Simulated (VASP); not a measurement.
# From one sheet to two: 1T-PtSe2 monolayer, part 2 of 9

What are the lattice, gap and band positions of 1T-PtSe2 monolayer, and what does a second sheet change?

VASP 6.6.1, plane waves and PAW; the level of theory is named at each step.

So far: The structure; Relaxing the monolayer.

### Step 2. Relaxing the monolayer (continued)

Level of this step: r2SCAN with rVV10; plane waves and PAW (Pt, Se) (VASP).

Relaxation path:

| step | energy less that of the first step (eV) | largest force (eV/Å) | pressure (GPa) | volume (Å³) |
| --- | --- | --- | --- | --- |
| 1 | 0.0000 | 0.0758 | -0.65 | 267.93 |
| 2 | -0.0075 | 0.4598 | 0.68 | 257.76 |
| 3 | -0.0170 | 0.2222 | 0.09 | 262.01 |
| 4 | -0.0200 | 0.1641 | 0.06 | 261.19 |
| 5 | -0.0237 | 0.0013 | -0.02 | 258.85 |

| cell as run | before | after | change |
| --- | --- | --- | --- |
| a (Å) | 3.750 | 3.686 | -1.7 % |
| b (Å) | 3.750 | 3.686 | -1.7 % |

The atoms that moved most (Å, along periodic axes as changes of fractional coordinates times the final cell, across vacuum about the mean position):

| atom | dx | dy | dz | length |
| --- | --- | --- | --- | --- |
| Se2 | 0.000 | 0.000 | -0.028 | 0.028 |
| Se3 | 0.000 | 0.000 | 0.028 | 0.028 |

Final coordinates:

```xyz
3
Lattice="3.6859 0.0000 0.0000 -1.8430 3.1921 0.0000 0.0000 0.0000 22.0000" Properties=species:S:1:pos:R:3
Pt    0.0000    0.0000   11.0000
Se    0.0000    2.1281    9.6721
Se    1.8430    1.0640   12.3279
```

This step gave:

| Item | Value |
| --- | --- |
| electronic cycles | 58 |
| electrons | 22 |
| free energy (TOTEN) | -80.7544 eV |
| Fermi energy | -3.179 eV |
| metallic | no |
| dipole moment | 0, 0, 0 e·Å |
| gap on the k-mesh | 1.557 eV |
| least direct gap on the k-mesh | 1.803 eV |

The run ended after 5 ionic steps, 0.024 eV below its first step, once forces and stress met EDIFFG = -0.015.

### Step 3. A second relaxation

The plane waves were chosen for the start cell, so the relaxation is repeated from its end.

Input file INCAR:

```
SYSTEM = PtSe2
PREC = Normal
ENCUT = 350
EDIFF = 1E-06
NELM = 120
ISMEAR = 0
SIGMA = 0.03
LREAL = .FALSE.
ALGO = Normal
METAGGA = R2SCAN
LUSE_VDW = .TRUE.
IVDW_NL = 2
BPARAM = 11.95
CPARAM = 0.0093
LASPH = .TRUE.
NBANDS = 17
LORBIT = 11
LWAVE = .FALSE.
LCHARG = .FALSE.
KPAR = 4
IBRION = 2
NSW = 30
ISIF = 3
EDIFFG = -0.015
POTIM = 0.4
IDIPOL = 3
LDIPOL = .TRUE.
DIPOL = 0.5 0.5 0.5
LATTICE_CONSTRAINTS = .TRUE. .TRUE. .FALSE.
```

Input file POSCAR:

```
PtSe2
1.0
    3.6859173901      0.0000000000      0.0000000000
   -1.8429586950      3.1920980961      0.0000000000
    0.0000000000      0.0000000000     22.0000000000
Pt Se
1 2
Direct
    0.0000000000      0.0000000000      0.5000000000
    0.3333333333      0.6666666667      0.4396400950
    0.6666666667      0.3333333333      0.5603599050
```

Input file KPOINTS:

```
Automatic mesh
0
Gamma
9 9 1
0 0 0
```

PAW data sets: Pt and Se (PBE family, release 64).

Run with:

```console
mpirun -np 4 vasp_std
```

Output:

```text
[banner, memory and clock lines left out]
running    4 mpi-ranks, on    1 nodes
 distrk:  each k-point on    1 cores,    4 groups
 distr:  one band on    1 cores,    1 groups

 POSCAR found type information on POSCAR PtSe
 POSCAR found :  2 types and       3 ions
 [... a notice as in an earlier step ...]

 [... a notice as in an earlier step ...]

 LDA part: xc-table for (None), standard interpolation
 POSCAR, INCAR and KPOINTS ok, starting setup
 FFT: planning ... GRIDC
 FFT: planning ... GRID_SOFT
 FFT: planning ... GRID
 WAVECAR not read
 entering main loop
       N       E                     dE             d eps       ncg     rms          rms(c)
Total rVV10 correction in eV:      0.6783990    27.0734255
Total rVV10 correction in eV:      0.6783990    27.0734255
Total rVV10 correction in eV:      0.6783990    27.0734255
Total rVV10 correction in eV:      0.6783990    27.0734255
DAV:   1     0.787651350335E+02    0.78765E+02   -0.61563E+03   408   0.697E+02
DAV:   2    -0.729676656225E+02   -0.15173E+03   -0.14509E+03   647   0.160E+02
DAV:   3    -0.866617530221E+02   -0.13694E+02   -0.13622E+02   490   0.599E+01
DAV:   4    -0.868748489815E+02   -0.21310E+00   -0.21283E+00   540   0.827E+00
DAV:   5    -0.868781515194E+02   -0.33025E-02   -0.33009E-02   541   0.101E+00    0.132E+01
Total rVV10 correction in eV:      0.6766690    27.0793730
Total rVV10 correction in eV:      0.6766690    27.0793730
Total rVV10 correction in eV:      0.6766690    27.0793730
Total rVV10 correction in eV:      0.6766690    27.0793730
DAV:   6    -0.810369672740E+02    0.58412E+01   -0.86979E+00   479   0.268E+01    0.848E+00
Total rVV10 correction in eV:      0.6785718    27.0759190
Total rVV10 correction in eV:      0.6785718    27.0759190
Total rVV10 correction in eV:      0.6785718    27.0759190
Total rVV10 correction in eV:      0.6785718    27.0759190
DAV:   7    -0.807484419154E+02    0.28853E+00   -0.17872E+00   467   0.137E+01    0.363E+00
Total rVV10 correction in eV:      0.6811623    27.0746147
Total rVV10 correction in eV:      0.6811623    27.0746147
Total rVV10 correction in eV:      0.6811623    27.0746147
Total rVV10 correction in eV:      0.6811623    27.0746147
DAV:   8    -0.807602776071E+02   -0.11836E-01   -0.10225E-01   507   0.243E+00    0.106E+00
Total rVV10 correction in eV:      0.6826803    27.0740410
Total rVV10 correction in eV:      0.6826803    27.0740410
Total rVV10 correction in eV:      0.6826803    27.0740410
Total rVV10 correction in eV:      0.6826803    27.0740410
DAV:   9    -0.807486983426E+02    0.11579E-01   -0.45004E-02   489   0.211E+00    0.209E-01
Total rVV10 correction in eV:      0.6834644    27.0739017
Total rVV10 correction in eV:      0.6834644    27.0739017
Total rVV10 correction in eV:      0.6834644    27.0739017
Total rVV10 correction in eV:      0.6834644    27.0739017
DAV:  10    -0.807502076203E+02   -0.15093E-02   -0.57244E-03   488   0.481E-01    0.143E-01
Total rVV10 correction in eV:      0.6841673    27.0738619
Total rVV10 correction in eV:      0.6841673    27.0738619
Total rVV10 correction in eV:      0.6841673    27.0738619
Total rVV10 correction in eV:      0.6841673    27.0738619
DAV:  11    -0.807506220369E+02   -0.41442E-03   -0.36767E-04   503   0.126E-01    0.434E-02
Total rVV10 correction in eV:      0.6843884    27.0738308
Total rVV10 correction in eV:      0.6843884    27.0738308
Total rVV10 correction in eV:      0.6843884    27.0738308
Total rVV10 correction in eV:      0.6843884    27.0738308
DAV:  12    -0.807507136423E+02   -0.91605E-04   -0.30925E-05   482   0.422E-02    0.179E-02
Total rVV10 correction in eV:      0.6845093    27.0737881
Total rVV10 correction in eV:      0.6845093    27.0737881
Total rVV10 correction in eV:      0.6845093    27.0737881
Total rVV10 correction in eV:      0.6845093    27.0737881
DAV:  13    -0.807507887360E+02   -0.75094E-04   -0.14946E-05   469   0.207E-02    0.423E-03
Total rVV10 correction in eV:      0.6846851    27.0737022
Total rVV10 correction in eV:      0.6846851    27.0737022
Total rVV10 correction in eV:      0.6846851    27.0737022
Total rVV10 correction in eV:      0.6846851    27.0737022
DAV:  14    -0.807509454065E+02   -0.15667E-03   -0.23981E-05   501   0.249E-02    0.696E-03
Total rVV10 correction in eV:      0.6848404    27.0735810
Total rVV10 correction in eV:      0.6848404    27.0735810
Total rVV10 correction in eV:      0.6848404    27.0735810
Total rVV10 correction in eV:      0.6848404    27.0735810
DAV:  15    -0.807510931154E+02   -0.14771E-03   -0.37611E-05   502   0.300E-02    0.355E-03
Total rVV10 correction in eV:      0.6848409    27.0734955
Total rVV10 correction in eV:      0.6848409    27.0734955
Total rVV10 correction in eV:      0.6848409    27.0734955
Total rVV10 correction in eV:      0.6848409    27.0734955
DAV:  16    -0.807511493844E+02   -0.56269E-04   -0.98534E-06   473   0.136E-02    0.144E-03
Total rVV10 correction in eV:      0.6848121    27.0734510
Total rVV10 correction in eV:      0.6848121    27.0734510
Total rVV10 correction in eV:      0.6848121    27.0734510
Total rVV10 correction in eV:      0.6848121    27.0734510
DAV:  17    -0.807511684938E+02   -0.19109E-04   -0.18443E-06   443   0.812E-03    0.215E-03
Total rVV10 correction in eV:      0.6847961    27.0734309
Total rVV10 correction in eV:      0.6847961    27.0734309
Total rVV10 correction in eV:      0.6847961    27.0734309
Total rVV10 correction in eV:      0.6847961    27.0734309
DAV:  18    -0.807511733152E+02   -0.48213E-05   -0.35712E-07   418   0.455E-03    0.404E-04
Total rVV10 correction in eV:      0.6847895    27.0734209
Total rVV10 correction in eV:      0.6847895    27.0734209
Total rVV10 correction in eV:      0.6847895    27.0734209
Total rVV10 correction in eV:      0.6847895    27.0734209
DAV:  19    -0.807511761336E+02   -0.28184E-05   -0.22170E-07   424   0.445E-03    0.565E-04
Total rVV10 correction in eV:      0.6847889    27.0734196
Total rVV10 correction in eV:      0.6847889    27.0734196
Total rVV10 correction in eV:      0.6847889    27.0734196
Total rVV10 correction in eV:      0.6847889    27.0734196
DAV:  20    -0.807511766699E+02   -0.53637E-06   -0.35478E-08   410   0.182E-03
Total rVV10 correction in eV:      0.6847888    27.0734225
Total rVV10 correction in eV:      0.6847888    27.0734225
Total rVV10 correction in eV:      0.6847888    27.0734225
Total rVV10 correction in eV:      0.6847888    27.0734225
Total rVV10 correction in eV:      0.6847890    27.0734203
Total rVV10 correction in eV:      0.6847890    27.0734203
Total rVV10 correction in eV:      0.6847890    27.0734203
Total rVV10 correction in eV:      0.6847890    27.0734203
   1 F= -.80751177E+02 E0= -.80751177E+02  d E =-.807512E+02
 curvature:   0.00 expect dE= 0.000E+00 dE for cont linesearch  0.000E+00
 trial: gam= 0.00000 g(F)=  0.183E-06 g(S)=  0.443E-05 ort = 0.000E+00 (trialstep = 0.100E+01)
 search vector abs. value=  0.462E-05
 reached required accuracy - stopping structural energy minimisation
```

Run time: 40 s. Hardware: 4 MPI ranks of AMD EPYC 9R45, shared host; peak memory 1.3 GiB.

From OUTCAR (step 3):

```text
  LATTYP: Found a hexagonal cell.
 ALAT       =     3.6859173901
 C/A-ratio  =     5.9686633398

The static configuration has the point symmetry D_3d.

 Found     12 irreducible k-points:

   ENCUT  =  350.0 eV  25.72 Ry    5.07 a.u.   5.62  5.62 33.56*2*pi/ulx,y,z

   NELECT =      22.0000    total number of electrons

 E-fermi :  -3.1786

 k-point     1 :       0.0000    0.0000    0.0000
  band No.  band energies     occupation
    ...
      7      -6.4070      2.00000
      8      -4.7171      2.00000
      9      -4.0488      2.00000
     10      -3.3333      2.00000
     11      -3.3333      2.00000
     12      -0.1612      0.00000
     13      -0.1612      0.00000
     14       1.8598      0.00000
     15       2.4810      0.00000
     16       2.8261      0.00000
    ...

 k-point     2 :       0.1111    0.0000    0.0000
  band No.  band energies     occupation
    ...
      7      -6.5042      2.00000
      8      -5.1076      2.00000
      9      -3.8261      2.00000
     10      -3.4535      2.00000
     11      -3.3400      2.00000
     12      -0.9488      0.00000
     13      -0.3525      0.00000
     14       2.2748      0.00000
     15       2.7152      0.00000
     16       3.0591      0.00000
    ...

  Total       -0.0131249     -0.0131249     -0.0989141     -0.0000000      0.0000000      0.0000000
  in kB       -0.0812385     -0.0812385     -0.6122437     -0.0000000      0.0000000      0.0000000
  external PRESSURE =      -0.2582403 kB  Pullay stress =       0.0000000 kB

  energy-cutoff  :      350.00
  volume of cell :      258.85
      direct lattice vectors                 reciprocal lattice vectors
     3.685917390  0.000000000  0.000000000     0.271302879  0.156636790  0.000000000
    -1.842958695  3.192098096  0.000000000     0.000000000  0.313273581  0.000000000
     0.000000000  0.000000000 22.000000000     0.000000000  0.000000000  0.045454545

 POSITION                                       TOTAL-FORCE (eV/Angst)
 -----------------------------------------------------------------------------------
      0.00000      0.00000     11.00000         0.000000      0.000000      0.000000
     -0.00000      2.12807      9.67208        -0.000000     -0.000000      0.001541
      1.84296      1.06403     12.32792         0.000000     -0.000000     -0.001541
 -----------------------------------------------------------------------------------
    total drift:                               -0.000000      0.000000      0.000000

  FREE ENERGIE OF THE ION-ELECTRON SYSTEM (eV)
  ---------------------------------------------------
  free  energy   TOTEN  =       -80.7511766699 eV

  energy  without entropy=      -80.7511766699  energy(sigma->0) =      -80.75117667

 vacuum level on the upper side and lower side of the slab         2.635         2.635

 total charge
# of ion       s       p       d       tot
------------------------------------------
    1        0.674   0.710   7.977   9.361
    2        1.474   2.295   0.058   3.826
    3        1.474   2.295   0.058   3.826
--------------------------------------------------
tot          3.621   5.300   8.093  17.014

[... 5 parts as in an earlier step ...]

[... 7 further parts left out ...]
```

CONTCAR:

```
PtSe2
   1.00000000000000
     3.6859173901000002    0.0000000000000000    0.0000000000000000
    -1.8429586950000001    3.1920980961000001    0.0000000000000000
     0.0000000000000000    0.0000000000000000   22.0000000000000000
  Pt              Se
     1     2
Direct
     0.0000000000000000    0.0000000000000000    0.5000000000000000
     0.3333333332999970    0.6666666667000030    0.4396400950000015
     0.6666666667000030    0.3333333332999970    0.5603599049999985
```

Little changed from the start: no atom moved by 0.005 Å and no cell edge by 0.1 %.

Numbers from this step:

* electronic cycles: 20
* free energy (TOTEN): -80.7512 eV

The start already met the threshold, so nothing moved.

(Continued in part 3 of 9.)

[Lines on the potential files, build, host, timing and source positions are cut from VASP's logs without a mark.]

[Logs are printed without paths, hosts, clocks, repeated set-up lines and the standing remarks that a program may print on its own settings, such as how far it seeks lower states.]

[Hosts, paths, dates, database ids (printed as entryN), source tags and the programs' standing remarks are cut or masked in the printed files.]

[Runs that stopped without an error message from VASP are left out.]
